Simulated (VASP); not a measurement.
```
TiS
1.0
    3.21951     0.00000     0.00000
   -1.60976     2.78818     0.00000
    0.00000     0.00000     3.18548
Ti S
1 1
Cartesian
  1.60976   0.92939   0.00000
  0.00000   0.00000   1.59274
```

Method: PBEsol GGA, VASP's PBE PAW potentials (set 64) (plane waves; VASP 6.6.1). Numerical set-up: 400 eV cut-off, Gaussian smearing of 0.050 eV, potentials Ti_sv S.

### Question
What does the run give for the band gap (along the path) with the smallest direct gap where there is one?

### Answer

The band gap (along the path) is none (metal, semimetal or under 0.01 eV).

Only differences to runs with the same potentials and settings are physical.

The structure comes from a computed database's TiS entry (P-6m2); how it stands against other phases isn't given here. It was relaxed first.
